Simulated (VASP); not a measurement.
## A VASP study of CoNiP (PBEsol + U): structure first, properties next

Aim: relax CoNiP, then compute properties on the relaxed cell. The steps: full relaxation (PBEsol + U), second relaxation, single point with fields (PBEsol + U), band structure (PBEsol + U), total and projected DOS (PBEsol + U), core-level energies (PBEsol + U) and optical spectrum (PBEsol + U). The start is a computed cell from the Materials Project.

Main program and level: VASP 6.6.1; PBEsol, DFT+U (Co d 3 eV, Ni d 5 eV), spin-polarised from a ferromagnetic start; plane waves and PAW (Co, Ni, P).

Most raw output is cut from this account.

## (1) The structure

Before any relaxation, the start is as follows. It takes space group P-62m (No. 189, hexagonal). Conventional cell: a = 5.747 Å, b = 5.747 Å, c = 3.314 Å, α = 90.00°, β = 90.00°, γ = 120.00°. Nearest to Co lie 4 P at 2.15 to 2.24 Å. Nearest to Ni lie 5 P at 2.27 to 2.42 Å. P has 3 Co at 2.15 Å and 6 Ni at 2.42 Å nearest. Nearest to P lie 6 Co at 2.24 Å and 3 Ni at 2.27 Å. Farther neighbours are not listed.

## (2) Full relaxation (PBEsol + U)

Properties are meant for the cell that this level of theory prefers, so cell and atoms are relaxed first (ISIF = 3) until forces and stress are small; EDIFFG sets the threshold. PBEsol restores the gradient expansion of exchange and is tuned for the cells of solids. A Hubbard U penalises fractional filling of the localised shell, which semilocal functionals favour.

File INCAR:

```
SYSTEM = CoNiP
PREC = Accurate
ENCUT = 400
EDIFF = 1E-06
NELM = 100
ISMEAR = 0
SIGMA = 0.05
LREAL = .FALSE.
ALGO = Normal
GGA = PS
NBANDS = 55
ISPIN = 2
MAGMOM = 2 2 2 1 1 1 0 0 0
LDAU = .TRUE.
LDAUTYPE = 2
LDAUL = 2 2 -1
LDAUU = 3 5 0
LDAUJ = 0 0 0
LDAUPRINT = 1
LASPH = .TRUE.
LMAXMIX = 4
LORBIT = 11
LWAVE = .FALSE.
LCHARG = .FALSE.
KPAR = 8
IBRION = 2
NSW = 60
ISIF = 3
EDIFFG = -0.01
```

File POSCAR:

```
CoNiP
1.0
    5.7471221015      0.0000000000      0.0000000000
   -2.8735610507      4.9771537385      0.0000000000
    0.0000000000      0.0000000000      3.3140309100
Co Ni P
3 3 3
Direct
    0.0000000000      0.7384455100      0.0000000000
    0.2615544900      0.2615544900      0.0000000000
    0.7384455100      0.0000000000      0.0000000000
    0.0000000000      0.3950570200      0.5000000000
    0.6049429800      0.6049429800      0.5000000000
    0.3950570200      0.0000000000      0.5000000000
    0.3333333300      0.6666666700      0.0000000000
    0.6666666700      0.3333333300      0.0000000000
    0.0000000000      0.0000000000      0.5000000000
```

File KPOINTS:

```
Automatic mesh
0
Gamma
5 5 7
0 0 0
```

The projector-augmented-wave data sets are Co, Ni and P (PBE family, release 64).

Launch:

```sh
$ mpirun -np 8 vasp_std
```

The job ended after 5.3 min (8 MPI ranks of Intel Xeon Platinum 8259CL at 2.50GHz (Skylake/Cascade Lake), shared host; peak memory 2.7 GiB).

The moments of the start collapse, so the state is non-magnetic; other starts or orders were not tried. A U on the itinerant d states of such a compound is hard to justify; it moves the bands at the Fermi level. The PAW data sets were made with PBE, which is usual practice but a small mismatch for other functionals. The run keeps the 12 symmetry operations of its start, so it cannot find a distortion of lower symmetry.

Relaxation path:

```
step  energy less that of the first step (eV)  largest force (eV/Å)  pressure (GPa)  volume (Å³)
   1                                   0.0000                0.0272          -13.54        94.80
   2                                   0.1735                0.2670           22.88        83.10
   3                                  -0.2428                0.0931           -0.19        89.46
   4                                  -0.2429                0.0954           -0.05        89.35
   5                                  -0.2427                0.0980            0.26        89.25
   6                                  -0.2513                0.0362            0.50        89.14
   7                                  -0.2532                0.0533            0.46        89.05
   8                                  -0.2532                0.0277           -0.58        89.42
   9                                  -0.2536                0.0286           -0.15        89.24
  10                                  -0.2536                0.0307           -0.18        89.23
  11                                  -0.2535                0.0416            0.10        89.14
  12                                  -0.2536                0.0312            0.08        89.21
  13                                  -0.2536                0.0295            0.08        89.23
  14                                  -0.2537                0.0143           -0.14        89.24
  15                                  -0.2537                0.0099           -0.16        89.24
  16                                  -0.2537                0.0093            0.06        89.19
```

```
conventional cell, symmetrised  before  after  change
                         a (Å)   5.747  5.665  -1.4 %
                         b (Å)   5.747  5.665  -1.4 %
                         c (Å)   3.314  3.209  -3.2 %
              volume (Å³/atom)   10.53   9.91  -5.9 %
```

The relaxed structure:

```
Co Ni P
1.0
     5.66520    0.00000    0.00000
    -2.83260    4.90621    0.00000
     0.00000    0.00000    3.20894
Co Ni P
3 3 3
Direct
  0.00000 0.73834 0.00000
  0.26166 0.26166 0.00000
  0.73834 0.00000 0.00000
  0.00000 0.39591 0.50000
  0.60409 0.60409 0.50000
  0.39591 0.00000 0.50000
  0.33333 0.66667 0.00000
  0.66667 0.33333 0.00000
  0.00000 0.00000 0.50000
```

This step gave:

| Item | Value |
| --- | --- |
| electrons | 72 |
| bands | 55 |
| irreducible k-points | 20 |
| symmetry operations | 12 |
| free energy (TOTEN) | -48.67 eV |
| energy at zero smearing | -48.67 eV |
| Fermi energy | 11.85 eV |
| pressure | 0.06332 GPa |
| metallic | yes |
| SCF cycles over all ionic steps | 134 |

The spin moment in the PAW sphere vanishes on all atoms.

It ends with a largest force of 0.009 eV/Å and a pressure of 0.06 GPa.

## (3) Second relaxation

A relaxation keeps the plane waves of the cell it began with, so it is repeated from the new cell, on a basis made for it.

INCAR is that of step 2.

File POSCAR:

```
CoNiP
1.0
    5.6652045192      0.0000000000      0.0000000000
   -2.8326022596      4.9062110312      0.0000000000
    0.0000000000      0.0000000000      3.2089424193
Co Ni P
3 3 3
Direct
    0.0000000000      0.7383359233      0.0000000000
    0.2616640767      0.2616640767      0.0000000000
    0.7383359233      0.0000000000      0.0000000000
    0.0000000000      0.3959050484      0.5000000000
    0.6040949516      0.6040949516      0.5000000000
    0.3959050484      0.0000000000      0.5000000000
    0.3333333300      0.6666666700      0.0000000000
    0.6666666700      0.3333333300      0.0000000000
    0.0000000000      0.0000000000      0.5000000000
```

KPOINTS is that of step 2.

Launch:

```sh
$ mpirun -np 8 vasp_std
```

Wall time 58 s (8 MPI ranks); peak memory 2.5 GiB.

The steps of the relaxation:

```
step  energy less that of the first step (eV)  largest force (eV/Å)  pressure (GPa)  volume (Å³)
   1                                   0.0000                0.0093           -0.17        89.19
   2                                   0.0000                0.0033            0.04        89.05
```

```
conventional cell, symmetrised  before  after  change
                         a (Å)   5.665  5.664  -0.0 %
                         b (Å)   5.665  5.664  -0.0 %
                         c (Å)   3.209  3.206  -0.1 %
              volume (Å³/atom)    9.91   9.89  -0.2 %
```

Final coordinates:

```xyz
9
Lattice="5.6637 0.0000 0.0000 -2.8318 4.9049 0.0000 0.0000 0.0000 3.2057" Properties=species:S:1:pos:R:3 pbc="T T T"
Co   -2.0911    3.6219    0.0000
Co    0.7408    1.2830    0.0000
Co    4.1822    0.0000    0.0000
Ni   -1.1210    1.9417    1.6029
Ni    1.7108    2.9632    1.6029
Ni    2.2421    0.0000    1.6029
P     0.0000    3.2699    0.0000
P     2.8318    1.6350    0.0000
P     0.0000    0.0000    1.6029
```

This step gave:

```yaml
free_energy_toten: -48.64 eV
energy_at_zero_smearing: -48.64 eV
fermi_energy: 11.88 eV
pressure: 0.04010 GPa
scf_cycles_over_all_ionic_steps: 25
```

It ends with a largest force of 0.003 eV/Å and a pressure of 0.04 GPa.

## (4) Single point with fields (PBEsol + U)

The relaxed cell gets a fresh self-consistent run, on a basis set for its own volume, to fix the density and to check the remaining stress.

INCAR, as its differences from that of step 3:

```diff
@@ -23,7 +23,5 @@
 LWAVE = .FALSE.
-LCHARG = .FALSE.
-KPAR = 8
-IBRION = 2
-NSW = 60
-ISIF = 3
-EDIFFG = -0.01
+LCHARG = .TRUE.
+ISIF = 2
+LELF = .TRUE.
+LVHAR = .TRUE.
```

File POSCAR:

```
CoNiP
1.0
    5.6636925259      0.0000000000      0.0000000000
   -2.8318462629      4.9049016066      0.0000000000
    0.0000000000      0.0000000000      3.2057148945
Co Ni P
3 3 3
Direct
    0.0000000000      0.7384148471      0.0000000000
    0.2615851529      0.2615851529      0.0000000000
    0.7384148471      0.0000000000      0.0000000000
    0.0000000000      0.3958656234      0.5000000000
    0.6041343766      0.6041343766      0.5000000000
    0.3958656234      0.0000000000      0.5000000000
    0.3333333300      0.6666666700      0.0000000000
    0.6666666700      0.3333333300      0.0000000000
    0.0000000000      0.0000000000      0.5000000000
```

KPOINTS is that of step 3.

Launch:

```sh
$ mpirun -np 8 vasp_std
```

Run time: 36 s. Hardware: 8 MPI ranks; peak memory 1.1 GiB; 4.2 min of CPU time.

With spin, VASP writes an ELF for each channel.

This step gave:

| Quantity | Value |
| --- | --- |
| SCF cycles | 18 |
| bands | 56 |
| pressure | 0.2093 GPa |

Valence electrons inside each PAW sphere by angular momentum. Sphere charges, by row:

```
atom  s (e)  p (e)  d (e)  tot (e)
 Co1  0.474    0.7  7.786     8.96
 Co2  0.474    0.7  7.786     8.96
 Co3  0.474    0.7  7.786     8.96
 Ni4  0.429  0.578  8.768    9.775
 Ni5  0.429  0.578  8.768    9.775
 Ni6  0.429  0.578  8.768    9.775
  P7      1  1.455      0    2.455
  P8      1  1.455      0    2.455
  P9  0.985  1.511      0    2.496
```

ELF of up spins in the ac plane at fractional y = 0.000, with atoms of Co and Ni and P within 0.2 Å of it. It is the smooth field of the valence electrons, not physical close to the nuclei.

Ten even steps from '0' (0.00) to '9' (0.69), each cell a mean:
```
5444322233100134
8865322233211368
9995311123223699
4796300012224896
2796300012225884
7996310023224798
9985322233223589
7654322233100246
4333322233100033
```
Columns run along a (5.7 Å), rows up along c (3.2 Å). Atoms in or near the plane, at fractional coordinates: Co at (0.74, 0.00), Ni at (0.40, 0.50), P at (0.00, 0.50).

Electrostatic potential energy in the ac plane at fractional y = 0.000, with atoms of Co and Ni and P within 0.2 Å of it. With pseudopotentials it is smooth inside the atoms' cores, unlike the true potential.

Values in eV, 9 rows by 16 columns, each cell a mean:
```
 -1  -1  -1   0   2   2   1   1   0  -6 -34 -81 -83 -44 -10  -2
 -8  -5  -2   0   0  -3  -5  -3  -1  -2 -11 -29 -31 -16  -7  -7
-48 -28  -8  -2  -5 -20 -34 -24  -8  -1  -1  -4  -5  -6 -16 -40
-87 -63 -20  -5 -15 -57 -83 -65 -22  -2   2   1   0  -7 -38 -78
-93 -71 -24  -6 -17 -67 -92 -75 -27  -3   2   2   0  -8 -44 -86
-70 -46 -13  -3 -10 -37 -59 -44 -14  -2   1   0  -2  -6 -26 -61
-22 -12  -4   0  -2  -8 -14 -10  -3  -1  -5 -13 -14  -9  -9 -18
 -3  -2  -1   1   1   0   0   0   0  -4 -22 -58 -60 -30  -8  -3
  0  -1  -1   0   2   2   2   2   0  -7 -43 -92 -93 -55 -12  -1
```
Columns run along a (5.7 Å; values clipped at the 3rd and 97th percentile), rows up along c (3.2 Å). Atoms in or near the plane, at fractional coordinates: Co at (0.74, 0.00), Ni at (0.40, 0.50), P at (0.00, 0.50).

Valence density in the ac plane at fractional y = 0.000, with atoms of Co and Ni and P within 0.2 Å of it. It is the smooth field of the valence electrons, not physical close to the nuclei.

Ten even steps from '0' (0 e/Å³) to '9' (12 e/Å³), each cell a mean:
```
0000000000255200
0000000000011100
0000012100000000
0000048510000000
0000159610000000
0000024300000000
0000000000000000
0000000000133100
0000000000266300
```
Columns run along a (5.7 Å), rows up along c (3.2 Å). Atoms in or near the plane, at fractional coordinates: Co at (0.74, 0.00), Ni at (0.40, 0.50), P at (0.00, 0.50).

In this run the pressure is 0.21 GPa, small enough to go on.

## (5) Band structure (PBEsol + U)

Levels along the symmetry lines show where the bands peak and cross; KPOINTS_OPT computes them in the converged potential.

INCAR, as its differences from that of step 4:

```diff
@@ -10,3 +10,3 @@
 GGA = PS
-NBANDS = 55
+NBANDS = 68
 ISPIN = 2
@@ -23,5 +23,3 @@
 LWAVE = .FALSE.
-LCHARG = .TRUE.
-ISIF = 2
-LELF = .TRUE.
-LVHAR = .TRUE.
+LCHARG = .FALSE.
+KPAR = 8
```

POSCAR is that of step 4.

KPOINTS is that of step 4.

File KPOINTS_OPT:

```
Line mode
12
Line-mode
Reciprocal
  0.00000000   0.00000000   0.00000000 GAMMA
  0.50000000   0.00000000   0.00000000 M

  0.50000000   0.00000000   0.00000000 M
  0.33333333   0.33333333   0.00000000 K

  0.33333333   0.33333333   0.00000000 K
  0.00000000   0.00000000   0.00000000 GAMMA

  0.00000000   0.00000000   0.00000000 GAMMA
  0.00000000   0.00000000   0.50000000 A

  0.00000000   0.00000000   0.50000000 A
  0.50000000   0.00000000   0.50000000 L

  0.50000000   0.00000000   0.50000000 L
  0.33333333   0.33333333   0.50000000 H

  0.33333333   0.33333333   0.50000000 H
  0.00000000   0.00000000   0.50000000 A

  0.50000000   0.00000000   0.50000000 L
  0.50000000   0.00000000   0.00000000 M

  0.33333333   0.33333333   0.00000000 K
  0.33333333   0.33333333   0.50000000 H
```

Launch:

```sh
$ mpirun -np 8 vasp_std
```

Wall time 2.2 min (8 MPI ranks); peak memory 3.3 GiB; 16 min of CPU time.

Numbers from this step:

* bands: 68
* pressure: 0.2050 GPa

Both spin channels agree. The electronic bands at the labelled points (eV, zero at the Fermi level; # counts the bands kept):

```
          point    #30    #31    #32    #33    #34    #35   #36   #37
              Γ  -0.71  -0.66  -0.63  -0.63  -0.43  -0.14  4.02  4.08
0.45 of the way  -0.93  -0.65  -0.63  -0.43   0.33   0.48  2.98  3.35
              M  -0.64  -0.61  -0.53  -0.47   1.08   2.01  2.08  2.13
0.45 of the way  -0.64  -0.57  -0.57  -0.53   1.30   2.08  2.15  2.18
              K  -0.76  -0.63  -0.53  -0.53   1.74   2.10  2.10  2.53
0.45 of the way  -0.80  -0.66  -0.57  -0.44   0.66   1.02  2.39  3.08
              Γ  -0.71  -0.66  -0.63  -0.63  -0.43  -0.14  4.02  4.08
0.55 of the way  -0.64  -0.64  -0.52  -0.52  -0.09   0.26  1.79  2.28
              A  -0.39  -0.39  -0.23  -0.23   0.51   0.66  0.99  1.48
0.55 of the way  -0.59  -0.56  -0.56  -0.48   0.82   1.23  1.47  2.06
              L  -1.04  -0.70  -0.57  -0.51   0.87   1.44  1.92  2.48
0.45 of the way  -1.06  -0.73  -0.55  -0.50   0.98   1.59  1.79  2.05
              H  -1.16  -0.78  -0.50  -0.50   1.29   1.61  1.61  2.02
0.45 of the way  -0.67  -0.62  -0.58  -0.48   0.92   1.36  1.37  2.09
              A  -0.39  -0.39  -0.23  -0.23   0.51   0.66  0.99  1.48
      jump to L  -1.04  -0.70  -0.57  -0.51   0.87   1.44  1.92  2.48
0.55 of the way  -0.89  -0.72  -0.03   0.13   1.04   1.10  1.66  2.15
              M  -0.64  -0.61  -0.53  -0.47   1.08   2.01  2.08  2.13
      jump to K  -0.76  -0.63  -0.53  -0.53   1.74   2.10  2.10  2.53
0.45 of the way  -0.67  -0.65  -0.13  -0.13   1.14   1.14  1.65  2.52
              H  -1.16  -0.78  -0.50  -0.50   1.29   1.61  1.61  2.02
```

Of the projections kept (Co, Ni, P), the largest for each band there; the rest of the weight can lie on other orbitals:

```
point      #30      #31      #32      #33      #34      #35      #36      #37
    Γ  Co 0.70  Ni 0.60  Co 0.71  Co 0.71  Co 0.78  Co 0.94   P 0.52  Co 0.46
    M  Co 0.73  Co 0.61  Co 0.60  Ni 0.49  Co 0.68  Co 0.61  Ni 0.34  Co 0.54
    K  Ni 0.55  Co 0.73  Co 0.59  Co 0.59  Co 0.64  Co 0.54  Co 0.54   P 0.37
    Γ  Co 0.70  Ni 0.60  Co 0.71  Co 0.71  Co 0.78  Co 0.94   P 0.52  Co 0.46
    A  Co 0.78  Co 0.78  Ni 0.54  Ni 0.54  Co 0.47  Co 0.59  Co 0.62  Co 0.58
    L  Co 0.54  Co 0.64  Co 0.74  Co 0.60  Ni 0.48  Co 0.60  Co 0.47  Ni 0.40
```

There is no gap at this level.

Of the bands kept, 3 cross the Fermi level on this path.

## (6) Total and projected DOS (PBEsol + U)

A density of states needs more k-points than a total energy; ISMEAR = -5 takes tetrahedra, and LORBIT projects the states on the PAW spheres. The mesh is finer than in the run before.

INCAR, as its differences from that of step 5:

```diff
@@ -5,3 +5,3 @@
 NELM = 100
-ISMEAR = 0
+ISMEAR = -5
 SIGMA = 0.05
@@ -25 +25,2 @@
 KPAR = 8
+NEDOS = 2001
```

POSCAR is that of step 5.

File KPOINTS:

```
Automatic mesh
0
Gamma
7 7 10
0 0 0
```

Launch:

```sh
$ mpirun -np 8 vasp_std
```

It took 76 s on 8 MPI ranks; peak memory 3.5 GiB; 9.1 min of CPU time.

With tetrahedra the forces and stress of a metal are not exact derivatives of the energy.

Numbers from this step:

```yaml
scf_cycles: 17
irreducible_k_points: 48
free_energy_toten: -48.65 eV
fermi_energy: 11.86 eV
pressure: 0.1843 GPa
dos_at_the_fermi_level: 1.957 states/eV/cell
```

The density of states has structure finer than the step of the table below, so its rows give means over 0.5 eV, whole bins alone (the curve runs from -12.0 to 5.75 eV). Peaks (eV: height): total -3.50: 18.8, -3.35: 18.4, -2.41: 28.6, -1.40: 19.2; Ni d -3.50: 9.75, -3.35: 9.88, -2.26: 13.8, -1.64: 7.27; Co d -2.41: 12.8, -1.40: 10.7, -0.62: 11.0, -0.39: 7.21; P p -5.37: 1.99, -5.13: 2.37, 2.48: 1.18, 2.80: 1.09; Co p -5.37: 0.528, -5.13: 0.601, -3.50: 0.837, -3.35: 0.638.

States under -12.0 eV and over 5.8 eV are left out; both spin channels agree and are summed. The density of states by energy, zero at the Fermi level; means over each step; 7 of 9 lines; values in states/eV/cell:

```
energy (eV)    total    Ni d    Co d      P p    Co p    Ni p     Co s
      -11.5     2.90   0.158   0.186   0.0107   0.179   0.150   0.0917
      -11.0    0.911  0.0942  0.0633  0.00253  0.0517  0.0257   0.0201
      -10.5  0.00132  1.8e-4  1.1e-4        0  7.8e-5  1.0e-5   3.4e-6
      -10.0        0       0       0        0       0       0        0
       -9.5        0       0       0        0       0       0        0
       -9.0        0       0       0        0       0       0        0
       -8.5        0       0       0        0       0       0        0
       -8.0    0.725  0.0628  0.0674    0.148  0.0352  0.0203    0.135
       -7.5     3.81   0.364   0.416    0.763   0.183   0.119    0.476
       -7.0     4.15   0.507   0.553    0.806   0.205   0.140    0.343
       -6.5     2.82   0.455   0.523    0.544   0.108   0.108    0.149
       -6.0     3.40   0.479   0.664    0.717   0.222   0.197    0.202
       -5.5     7.07    1.53    1.52     1.46   0.359   0.423    0.198
       -5.0     8.10    2.39    1.91     1.57   0.355   0.315   0.0873
       -4.5     5.27    1.83    1.23    0.939   0.228   0.142   0.0577
       -4.0     5.32    2.68    1.37    0.184   0.152   0.107   0.0436
       -3.5     15.8    8.26    4.39    0.286   0.548   0.344    0.108
       -3.0     7.48    4.09    2.16    0.135   0.184   0.134   0.0329
       -2.5     13.0    6.73    4.96    0.222   0.147   0.105   0.0199
       -2.0     16.4    9.36    5.45    0.274   0.164   0.218   0.0178
       -1.5     16.2    6.13    8.51    0.214   0.168   0.208   0.0427
       -1.0     9.55    3.28    5.14    0.178   0.169   0.168   0.0412
       -0.5     11.3    3.53    6.52    0.244   0.215   0.166   0.0396
        0.0     2.42   0.670    1.20    0.136   0.103  0.0827   0.0103
        0.5     1.47   0.358   0.753    0.103  0.0495  0.0468   0.0109
        1.0     4.23    1.19    1.78    0.405   0.147   0.128   0.0932
        1.5     3.48   0.869    1.41    0.388   0.127  0.0985   0.0627
        2.0     4.22   0.985    1.52    0.589   0.180   0.112    0.109
        2.5     4.96    1.09    1.59    0.913   0.246   0.156    0.109
        3.0     3.18   0.637   0.988    0.688   0.181   0.107   0.0523
        3.5     1.47   0.244   0.465    0.373  0.0881  0.0407   0.0155
        4.0     1.07  0.0968   0.339    0.171  0.0419  0.0307  0.00706
        4.5     1.48   0.112   0.361   0.0855  0.0567  0.0784   0.0353
        5.0     1.17   0.104   0.236   0.0702  0.0661  0.0918   0.0393
        5.5     2.31   0.247   0.405    0.116   0.171   0.171    0.164
```

The finer mesh and the other smearing move the Fermi level by -0.02 eV from the 5×5×7 run, a small shift, which tests the Fermi level alone. Of the states within 0.3 eV of the Fermi level, the largest shares in the PAW spheres are Co d 49 %, Ni d 28 % and P p 6 %. The rest lies in smaller channels or between the spheres.

(Part 1 of 2 ends here.)

[Lines on the potential files, build, host, timing and source positions are cut from VASP's logs without a mark.]

[Logs are printed without paths, hosts, clocks, repeated set-up lines and the standing remarks that a program may print on its own settings, such as how far it seeks lower states.]

[Hosts, paths, dates, database ids (printed as entryN), source tags and the programs' standing remarks are cut or masked in the printed files.]

[A measured line is paired with the nearest computed mode of its activity, which favours agreement.]
